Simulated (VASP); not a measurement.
Take NiAl (CsCl type), from the solid elements, with no thermal terms, in VASP with PAW potentials, and its formation energy.

Question: One run gives -0.663 eV/atom. Which level is it?
A) r2SCAN
B) LDA
C) PBE

Answer: C, PBE.  The others give -0.712 (LDA), -0.694 (r2SCAN).

Only levels that ran to the end are used. Left out are those held back, those with too coarse a band path, GW runs whose mesh misses a band edge, hybrids' fits of cells that aren't cubic and levels without matching references; a question may draw on a part of the rest.
